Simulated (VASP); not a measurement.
An input for Ansatz (written as the equivalent of a VASP run, and not itself run):

Ansatz 0.2 input:
```yaml
crystal:
  lattice:
    - [2.1816330, 0.0000000, 0.0000000]
    - [-1.0908160, 1.8893490, 0.0000000]
    - [0.0000000, 0.0000000, 3.5420850]
  atoms:
    - { symbol: C, position: [0.3418760, 0.6754110, 0.2467890] }
    - { symbol: C, position: [0.6581240, 0.3245890, 0.7532110] }
kpoints:
  mp_grid: { grid: [12, 12, 6] }
hamiltonian:
  xc: pbe
  pseudopotentials: { kind: paw }
scf:
  occupations: { method: methfessel_paxton, width: 0.05 }
  max_iter: 100
output: { forces: true, stress: true, eigenvalues: true }
```

Problem. Write the VASP files for the same calculation (PBE).

Solution. This is not unique; one that fits is 
**INCAR**
```
# general
SYSTEM = C
PREC   = Accurate
ENCUT  = 400
LREAL  = .False.
LASPH  = .True.

# electronic loop
EDIFF  = 1E-6
NELM   = 100
ALGO   = Normal

# smearing
ISMEAR = 1
SIGMA  = 0.05

# functional
GGA    = PE

# ions
ISIF   = 2

# output
LWAVE  = .False.
LCHARG = .False.
```

### KPOINTS
```
Automatic mesh
0
gamma
12 12 6
0 0 0
```

**POSCAR**
```
C
1.0
  2.1816330000   0.0000000000   0.0000000000
 -1.0908160000   1.8893490000   0.0000000000
  0.0000000000   0.0000000000   3.5420850000
C
2
Direct
  0.3418760000   0.6754110000   0.2467890000
  0.6581240000   0.3245890000   0.7532110000
```

POTCAR, in this order: C (PBE.64 set). Program: vasp_std.

What does not carry over: each code has its own PAW files, so the cut-off isn't converted (ENCUT is set for VASP's; basis.ecutwfc is left out, and Ansatz then takes the one that its files recommend); Ansatz stops its SCF on the density residual and VASP on the energy change (EDIFF).

The structure was generated: C was put into an ordered model structure, which need not be its known phase. The cell was not relaxed at this level, atoms are displaced from their ideal sites.
